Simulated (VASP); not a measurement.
Al (fcc) relaxed at rising pressure, in one space group throughout; other phases were not tried. The pressures are those reached. Level of theory: LDA (Ceperley-Alder, Perdew-Zunger), VASP's LDA PAW potentials (set 64) (plane waves; VASP 6.6.1).

```json
[
 {"P (GPa)": "-0.07", "V (Å³/atom)": "15.827", "k-mesh": "16×16×16"},
 {"P (GPa)": "5.00", "V (Å³/atom)": "15.013", "k-mesh": "16×16×16"},
 {"P (GPa)": "9.99", "V (Å³/atom)": "14.382", "k-mesh": "16×16×16"},
 {"P (GPa)": "19.84", "V (Å³/atom)": "13.449", "k-mesh": "17×17×17"},
 {"P (GPa)": "29.80", "V (Å³/atom)": "12.735", "k-mesh": "17×17×17"}
]
```

A change of mesh leaves a small step in the series.

Task: Fit an equation of state and predict the volume at 44.95 GPa.

Result: Least squares on the third-order Birch-Murnaghan form, P = (3B0/2)(y⁷ − y⁵)[1 + (3/4)(B′ − 4)(y² − 1)] with y = (V0/V)^(1/3), gives V0 = 15.812 Å³/atom, B0 = 86 GPa and B′ = 4.3, and so 11.921 Å³/atom. The run gave 11.919 Å³/atom, -0.0 % from the fit.

Pressures at which the relaxation failed are left out.

The compound is Al in the fcc structure.
